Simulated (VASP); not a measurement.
Here is the system:

```
CsCl
1.0
    4.07298     0.00000     0.00000
    0.00000     4.07298     0.00000
    0.00000     0.00000     4.07298
Cs Cl
1 1
Cartesian
  0.00000   0.00000   0.00000
  2.03649   2.03649   2.03649
```

Level of theory: PBEsol GGA, VASP's PBE PAW potentials (set 64) (plane waves; VASP). Numerical set-up: 520 eV cut-off, 7×7×7 Γ-centred mesh, Gaussian smearing of 0.050 eV, potentials Cs_sv Cl.

Unless said otherwise, spin-orbit coupling is left out, though it shifts the bands of the heavy elements here.

Predict the energy per atom (σ→0), band gap (on the k-mesh) with the smallest direct gap where there is one.

```
Item                                          Value
-----------------------------------  --------------
band gap (on the k-mesh)                    5.21 eV
smallest direct gap (on the k-mesh)         5.21 eV
energy per atom (σ→0)                -3.423 eV/atom
```

Only differences to runs with the same potentials and settings are physical.

The compound is CsCl in the CsCl type structure. It was relaxed first.
